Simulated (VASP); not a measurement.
Consider the following.

```
CELL_PARAMETERS angstrom
      1.48175    -2.56647     0.00000
      1.48175     2.56647     0.00000
      0.00000     0.00000     4.69247
ATOMIC_POSITIONS crystal
  Ti 0.33333 0.66667 0.25000
  Ti 0.66667 0.33333 0.75000
```

All values below come from RPBE GGA, VASP's PBE PAW potentials (set 64) (plane waves; VASP). Numerical set-up: 520 eV cut-off, 16×16×9 Γ-centred mesh, tetrahedra with Blöchl corrections, potentials Ti_sv.

**Question.** Predict the energy per atom (σ→0), band gap (on the k-mesh) with the smallest direct gap where there is one.

**Answer.** 
```
Property                                                     Value
------------------------  ----------------------------------------
band gap (on the k-mesh)  none (metal, semimetal or under 0.01 eV)
energy per atom (σ→0)                               -7.439 eV/atom
```

Only differences to runs with the same potentials and settings are physical.

The compound is Ti in the hcp structure. It was relaxed first.
